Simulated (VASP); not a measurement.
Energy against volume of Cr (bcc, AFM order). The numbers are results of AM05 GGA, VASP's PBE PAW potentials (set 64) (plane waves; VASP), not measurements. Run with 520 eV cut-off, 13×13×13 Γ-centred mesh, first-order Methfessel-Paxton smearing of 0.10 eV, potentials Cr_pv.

```tsv
V (Å³/atom)	E (eV/atom)
10.749	-9.99474
11.081	-10.00508
11.414	-9.99746
11.746	-9.97457
```

Task: Fit these four points and predict the energy of the run at 10.416 Å³/atom.

Result: A cubic in V^(−2/3), the third-order Birch-Murnaghan form, passes through the four points with V0 = 11.10 Å³/atom and B0 = 286 GPa, and gives -9.9633 eV/atom there. The run gave -9.9636 eV/atom, -0.3 meV/atom from the fit; all five points give B0 = 285 GPa.

The compound is Cr in the bcc, AFM order structure. It was relaxed first, which changed the volume by -7 %.
